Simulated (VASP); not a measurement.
Calculation: LDA (Ceperley-Alder, Perdew-Zunger), VASP's LDA PAW potentials (set 64) (plane waves; VASP 6.6.1).

Input for VASP

INCAR:
```
SYSTEM = GaN
PREC = Accurate; ENCUT = 520; LREAL = .FALSE.
LASPH = .TRUE.; NBANDS = 66
EDIFF = 1E-7; NELM = 100; ALGO = Normal
LMAXMIX = 4
ISMEAR = 0; SIGMA = 0.01
LWAVE = .FALSE.; LCHARG = .FALSE.; NEDOS = 1001
LOPTICS = .TRUE.; CSHIFT = 0.1
```

File POSCAR:
```
GaN
10.2871280
  0.1535536264  -0.2659626791   0.0000000000
  0.1535536264   0.2659626791   0.0000000000
  0.0000000000   0.0000000000   0.5000000210
Ga N
2 2
Direct
  0.6666670000   0.3333330000   0.5000507569
  0.3333330000   0.6666670000   0.0000507569
  0.6666670000   0.3333330000   0.8769492431
  0.3333330000   0.6666670000   0.3769492431
```

### KPOINTS
```
Automatic mesh
0
Gamma
10 10 6
0 0 0
```

POTCAR, in this order: Ga_d N (LDA.64 set). Program: vasp_std.

The dielectric response may not be converged in the k-mesh; for small gaps it tends to come out too large.

Predict the energy per atom (σ→0).

| Quantity | Result |
|---|---|
| energy per atom (σ→0) | -6.978 eV/atom |

File OSZICAR:
```
...
DAV:   8    -0.279192772569E+02    0.53058E-01   -0.95424E-02  9430   0.113E+00    0.119E+00
DAV:   9    -0.279105908684E+02    0.86864E-02   -0.60872E-03  9270   0.522E-01    0.319E-01
DAV:  10    -0.279107610974E+02   -0.17023E-03   -0.12736E-03  8814   0.111E-01    0.189E-01
DAV:  11    -0.279107361625E+02    0.24935E-04   -0.20247E-05  8714   0.600E-02    0.380E-02
DAV:  12    -0.279107352628E+02    0.89968E-06   -0.33262E-06  9490   0.792E-03    0.658E-03
DAV:  13    -0.279107353526E+02   -0.89720E-07   -0.22591E-07  8692   0.198E-03
   1 F= -.27910735E+02 E0= -.27910735E+02  d E =-.154447E-29
 imaginary and real dielectric function
```

The compound is GaN in the wurtzite structure. It was relaxed first.
